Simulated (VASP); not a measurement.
Method: PBEsol GGA, VASP's PBE PAW potentials (set 64) (plane waves; VASP).

The input files of a VASP run:

**POSCAR**
```
Lu
1
    3.4926390000     0.0000000000     0.0000000000
   -1.7463200000     3.0247140000     0.0000000000
    0.0000000000     0.0000000000    11.2375900000
Lu
4
Direct
  0.0178090000   0.0044100000  -0.0018400000
  0.0087730000   0.0056080000   0.4995350000
  0.3205490000   0.6664260000   0.2508660000
  0.6528690000   0.3235560000   0.7514390000
```

KPOINTS:
```
K-points
0
gamma
8 8 2
```

INCAR:
```
SYSTEM = Lu
PREC = Accurate; ENCUT = 300; LREAL = .FALSE.
LASPH = .TRUE.
EDIFF = 1E-6; NELM = 100; ALGO = Normal
LMAXMIX = 6
ISMEAR = -1; SIGMA = 0.1
GGA = PS
IBRION = 2; NSW = 50; ISIF = 3
EDIFFG = -0.01; PSTRESS = 20
LWAVE = .FALSE.; LCHARG = .FALSE.
```

POTCAR, in this order: Lu_3 (PBE.64 set). Program: vasp_std.

The run wrote:

### OUTCAR
```
 ion  position               nearest neighbor table
   1  0.018  0.004  0.998-   4 3.37   3 3.44   4 3.45   4 3.46   3 3.48   3 3.54
   2  0.009  0.006  0.500-   3 3.42   3 3.44   4 3.44   3 3.48   4 3.49   4 3.50
   3  0.321  0.666  0.251-   2 3.42   2 3.44   1 3.44   1 3.48   2 3.48   1 3.54
   4  0.653  0.324  0.751-   1 3.37   2 3.44   1 3.45   1 3.46   2 3.49   2 3.50
  LATTYP: Found a hexagonal cell.
 ALAT       =     3.4926390000
 C/A-ratio  =     3.2175068766
 Subroutine PRICEL returns:
 Original cell was already a primitive cell.
 Subroutine GETGRP returns: Found  1 space group operations
The static configuration has the point symmetry C_1 .
The dynamic configuration has the point symmetry C_1 .
 Subroutine INISYM returns: Found  1 space group operations
 Subroutine IBZKPT returns following result:
 Found     68 irreducible k-points:

 Following reciprocal coordinates:
            Coordinates               Weight
  0.000000  0.000000  0.000000      1.000000
  0.125000 -0.000000  0.000000      2.000000
  0.000000  0.125000  0.000000      2.000000
 -0.125000  0.125000  0.000000      2.000000
  0.250000 -0.000000  0.000000      2.000000
  0.000000  0.250000  0.000000      2.000000
 -0.250000  0.250000  0.000000      2.000000
  0.375000 -0.000000  0.000000      2.000000
  0.000000  0.375000  0.000000      2.000000
 -0.375000  0.375000  0.000000      2.000000
  0.500000 -0.000000  0.000000      1.000000
  0.000000  0.500000  0.000000      1.000000
  0.500000  0.500000  0.000000      1.000000
  0.125000  0.125000  0.000000      2.000000
 -0.125000  0.250000  0.000000      2.000000
 -0.250000  0.125000  0.000000      2.000000
  0.250000  0.125000  0.000000      2.000000
 -0.125000  0.375000  0.000000      2.000000
 -0.375000  0.250000  0.000000      2.000000
 -0.250000  0.375000  0.000000      2.000000
  0.125000  0.250000  0.000000      2.000000
...
```

OSZICAR:
```
...
       N       E                     dE             d eps       ncg     rms          rms(c)
DAV:   1    -0.194715626247E+02    0.19881E-01   -0.34852E+00  4736   0.438E+01    0.836E-01
DAV:   2    -0.194942412567E+02   -0.22679E-01   -0.27349E-01  4944   0.631E+00    0.328E-01
DAV:   3    -0.194948918764E+02   -0.65062E-03   -0.22643E-02  4984   0.274E+00    0.307E-01
DAV:   4    -0.194945396066E+02    0.35227E-03   -0.54775E-03  5480   0.101E+00    0.153E-01
DAV:   5    -0.194944286299E+02    0.11098E-03   -0.10132E-03  5736   0.609E-01    0.934E-02
DAV:   6    -0.194944175389E+02    0.11091E-04   -0.32202E-04  5384   0.209E-01    0.547E-02
DAV:   7    -0.194944166382E+02    0.90069E-06   -0.69303E-05  5216   0.101E-01    0.177E-02
DAV:   8    -0.194944150517E+02    0.15865E-05   -0.11523E-05  3616   0.905E-02    0.496E-03
DAV:   9    -0.194944147627E+02    0.28899E-06   -0.15692E-06  2610   0.403E-02
   6 F= -.18166326E+02 E0= -.18083219E+02  d E =-.678979E-02
       N       E                     dE             d eps       ncg     rms          rms(c)
DAV:   1    -0.194942122089E+02    0.20284E-03   -0.54240E-02  4852   0.551E+00    0.104E-01
DAV:   2    -0.194945459166E+02   -0.33371E-03   -0.40754E-03  4948   0.702E-01    0.400E-02
DAV:   3    -0.194945525642E+02   -0.66476E-05   -0.30503E-04  4964   0.318E-01    0.363E-02
DAV:   4    -0.194945473961E+02    0.51681E-05   -0.78430E-05  5162   0.117E-01    0.188E-02
DAV:   5    -0.194945449782E+02    0.24179E-05   -0.87897E-06  3280   0.702E-02    0.103E-02
DAV:   6    -0.194945448355E+02    0.14275E-06   -0.42253E-06  2480   0.351E-02
   7 F= -.18166384E+02 E0= -.18083175E+02  d E =-.684815E-02
       N       E                     dE             d eps       ncg     rms          rms(c)
DAV:   1    -0.194907390239E+02    0.38060E-02   -0.47417E-01  4690   0.164E+01    0.347E-01
DAV:   2    -0.194934021717E+02   -0.26631E-02   -0.40216E-02  4926   0.256E+00    0.146E-01
DAV:   3    -0.194932515620E+02    0.15061E-03   -0.30917E-03  4952   0.112E+00    0.115E-01
DAV:   4    -0.194931494052E+02    0.10216E-03   -0.88440E-04  5512   0.415E-01    0.897E-02
DAV:   5    -0.194930604179E+02    0.88987E-04   -0.33348E-04  5514   0.385E-01    0.398E-02
DAV:   6    -0.194930652235E+02   -0.48057E-05   -0.60716E-05  5272   0.870E-02    0.222E-02
DAV:   7    -0.194930642780E+02    0.94554E-06   -0.17073E-05  3098   0.570E-02    0.938E-03
DAV:   8    -0.194930644034E+02   -0.12535E-06   -0.15807E-06  2598   0.424E-02
   8 F= -.18168129E+02 E0= -.18085111E+02  d E =-.174488E-02
       N       E                     dE             d eps       ncg     rms          rms(c)
DAV:   1    -0.194879522553E+02    0.51120E-02   -0.48867E-01  4692   0.167E+01    0.354E-01
DAV:   2    -0.194906769146E+02   -0.27247E-02   -0.41269E-02  4918   0.258E+00    0.149E-01
DAV:   3    -0.194905234989E+02    0.15342E-03   -0.32427E-03  4952   0.114E+00    0.118E-01
DAV:   4    -0.194904162207E+02    0.10728E-03   -0.93525E-04  5528   0.422E-01    0.909E-02
DAV:   5    -0.194903246868E+02    0.91534E-04   -0.34513E-04  5466   0.391E-01    0.406E-02
DAV:   6    -0.194903296908E+02   -0.50040E-05   -0.61955E-05  5264   0.894E-02    0.224E-02
DAV:   7    -0.194903287825E+02    0.90836E-06   -0.17436E-05  3194   0.579E-02    0.947E-03
DAV:   8    -0.194903289076E+02   -0.12514E-06   -0.16799E-06  2634   0.421E-02
   9 F= -.18168668E+02 E0= -.18085809E+02  d E =-.228361E-02
       N       E                     dE             d eps       ncg     rms          rms(c)
DAV:   1    -0.195000043862E+02   -0.96756E-02   -0.63604E-01  4558   0.197E+01    0.667E-01
DAV:   2    -0.195012735931E+02   -0.12692E-02   -0.55683E-02  4990   0.389E+00    0.228E-01
DAV:   3    -0.195001421043E+02    0.11315E-02   -0.41861E-03  4972   0.133E+00    0.126E-01
DAV:   4    -0.194997858223E+02    0.35628E-03   -0.16480E-03  5074   0.749E-01    0.127E-01
DAV:   5    -0.194996987188E+02    0.87103E-04   -0.71544E-04  5224   0.342E-01    0.475E-02
DAV:   6    -0.194997060459E+02   -0.73271E-05   -0.10433E-04  5104   0.155E-01    0.195E-02
DAV:   7    -0.194997062700E+02   -0.22417E-06   -0.15900E-05  3770   0.749E-02    0.128E-02
DAV:   8    -0.194997057640E+02    0.50602E-06   -0.50748E-06  2588   0.400E-02
  10 F= -.18169143E+02 E0= -.18084906E+02  d E =-.475694E-03
       N       E                     dE             d eps       ncg     rms          rms(c)
DAV:   1    -0.194971556015E+02    0.25507E-02   -0.60472E-02  4712   0.626E+00    0.202E-01
DAV:   2    -0.194972451601E+02   -0.89559E-04   -0.49956E-03  4946   0.103E+00    0.698E-02
DAV:   3    -0.194971327285E+02    0.11243E-03   -0.36494E-04  4870   0.425E-01    0.373E-02
DAV:   4    -0.194970991110E+02    0.33617E-04   -0.14203E-04  5134   0.226E-01    0.343E-02
DAV:   5    -0.194970940453E+02    0.50657E-05   -0.53585E-05  4994   0.909E-02    0.143E-02
DAV:   6    -0.194970945034E+02   -0.45808E-06   -0.42105E-06  2814   0.529E-02
  11 F= -.18169263E+02 E0= -.18085452E+02  d E =-.595565E-03
       N       E                     dE             d eps       ncg     rms          rms(c)
DAV:   1    -0.194967854410E+02    0.30860E-03   -0.75850E-04  4666   0.703E-01    0.237E-02
DAV:   2    -0.194967868786E+02   -0.14375E-05   -0.67945E-05  5046   0.124E-01    0.804E-03
DAV:   3    -0.194967854141E+02    0.14644E-05   -0.38655E-06  2384   0.497E-02    0.686E-03
DAV:   4    -0.194967849955E+02    0.41862E-06   -0.17318E-06  2000   0.333E-02
  12 F= -.18169263E+02 E0= -.18085499E+02  d E =-.594981E-03
       N       E                     dE             d eps       ncg     rms          rms(c)
DAV:   1    -0.194955061495E+02    0.12793E-02   -0.69539E-02  4704   0.581E+00    0.168E-01
DAV:   2    -0.194955802825E+02   -0.74133E-04   -0.55586E-03  4936   0.109E+00    0.807E-02
DAV:   3    -0.194954679933E+02    0.11229E-03   -0.56788E-04  4976   0.417E-01    0.653E-02
DAV:   4    -0.194954349302E+02    0.33063E-04   -0.23988E-04  5440   0.195E-01    0.520E-02
DAV:   5    -0.194954132977E+02    0.21632E-04   -0.86375E-05  5484   0.147E-01    0.233E-02
DAV:   6    -0.194954140861E+02   -0.78834E-06   -0.18426E-05  3728   0.525E-02    0.131E-02
DAV:   7    -0.194954135930E+02    0.49306E-06   -0.58530E-06  2552   0.555E-02
  13 F= -.18169398E+02 E0= -.18086141E+02  d E =-.135695E-03
       N       E                     dE             d eps       ncg     rms          rms(c)
DAV:   1    -0.194954844352E+02   -0.70349E-04   -0.15879E-04  4714   0.268E-01    0.792E-03
DAV:   2    -0.194954842468E+02    0.18839E-06   -0.10749E-05  3746   0.575E-02    0.388E-03
DAV:   3    -0.194954838346E+02    0.41223E-06   -0.87547E-07  1874   0.245E-02
  14 F= -.18169399E+02 E0= -.18086121E+02  d E =-.136705E-03
       N       E                     dE             d eps       ncg     rms          rms(c)
DAV:   1    -0.194966468679E+02   -0.11626E-02   -0.15098E-02  4628   0.302E+00    0.954E-02
DAV:   2    -0.194966940540E+02   -0.47186E-04   -0.13884E-03  4930   0.549E-01    0.396E-02
DAV:   3    -0.194966802071E+02    0.13847E-04   -0.22013E-04  4992   0.235E-01    0.374E-02
DAV:   4    -0.194966676017E+02    0.12605E-04   -0.65291E-05  4696   0.118E-01    0.162E-02
DAV:   5    -0.194966624552E+02    0.51465E-05   -0.19326E-05  3866   0.981E-02    0.100E-02
DAV:   6    -0.194966622710E+02    0.18418E-06   -0.32805E-06  2132   0.413E-02
  15 F= -.18169424E+02 E0= -.18086006E+02  d E =-.246162E-04
       N       E                     dE             d eps       ncg     rms          rms(c)
DAV:   1    -0.194968084378E+02   -0.14598E-03   -0.24440E-04  4630   0.376E-01    0.129E-02
DAV:   2    -0.194968090902E+02   -0.65242E-06   -0.23369E-05  4084   0.755E-02    0.572E-03
DAV:   3    -0.194968087066E+02    0.38362E-06   -0.28753E-06  1946   0.341E-02
  16 F= -.18169424E+02 E0= -.18085987E+02  d E =-.247563E-04
```

File OUTCAR:
```
------------------------ aborting loop because EDIFF is reached ----------------------------------------
  FORCE on cell =-STRESS in cart. coord.  units (eV):
  Direction    XX          YY          ZZ          XY          YZ          ZX
  --------------------------------------------------------------------------------------
  Total        1.3224267      1.3302647      1.3028235      0.0010326      0.0007830      0.0022012
  in kB       19.9253008     20.0433978     19.6299345      0.0155580      0.0117982      0.0331655
  external PRESSURE =      -0.1337890 kB  Pullay stress =      20.0000000 kB
  volume of cell :      106.34
      direct lattice vectors                 reciprocal lattice vectors
     3.366631813 -0.000496564 -0.000262280     0.297058096  0.171636089  0.000027310
    -1.683745959  2.914132863  0.000043812     0.000050619  0.343184500  0.000009615
    -0.000821141 -0.000303556 10.839502763     0.000007188  0.000002766  0.092255155
 POSITION                                       TOTAL-FORCE (eV/Angst)
 -----------------------------------------------------------------------------------
     -1.68066      2.91285     10.83950        -0.000082      0.001888      0.003925
      3.36000     -0.00048      5.41850         0.007990      0.001105      0.005823
     -0.00163      1.94650      2.71056        -0.002136     -0.004078     -0.004993
      1.68600      0.96765      8.12975        -0.005772      0.001085     -0.004756
 -----------------------------------------------------------------------------------
    total drift:                               -0.000341      0.000099     -0.000127
  FREE ENERGIE OF THE ION-ELECTRON SYSTEM (eV)
  ---------------------------------------------------
  free  energy   TOTEN  =       -19.4968087066 eV

  energy  without entropy=      -19.3299348519  energy(sigma->0) =      -19.41337178
  enthalpy is  TOTEN    =       -18.1694242444 eV   P V=        1.3273844622

 reached required accuracy - stopping structural energy minimisation
```
(Selected blocks of OUTCAR.)

File CONTCAR:
```
Lu
   1.00000000000000
     3.3666318130943100   -0.0004965636378878   -0.0002622795472900
    -1.6837459590841357    2.9141328628956860    0.0000438121214380
    -0.0008211411107046   -0.0003035560814071   10.8395027631176664
  Lu
     4
Direct
     0.0009921040516123    0.9996635578491729    0.9999959492136810
     0.9981815357956549    0.0000561915932961    0.4999090778111057
     0.3336799702978616    0.6680346664591056    0.2500684703318326
     0.6671463898548713    0.3322455840984328    0.7500265026433808
```

At this cut-off the stress carries a Pulay error, which pulls relaxed volumes low. Energy and stress use the plane-wave basis of the starting cell.

The structure was generated: Lu was put into an ordered model structure, which need not be its known phase. In the starting cell atoms are displaced from their ideal sites. This run relaxes it under an external pressure of 2 GPa. The run is one of a series of settings (EDIFFG = -0.01, IBRION = 2, ISIF = 3, NSW = 50, PSTRESS = 20 against the base run), some of them coarse on purpose. VASP warned that the highest band is occupied, so more bands are needed.
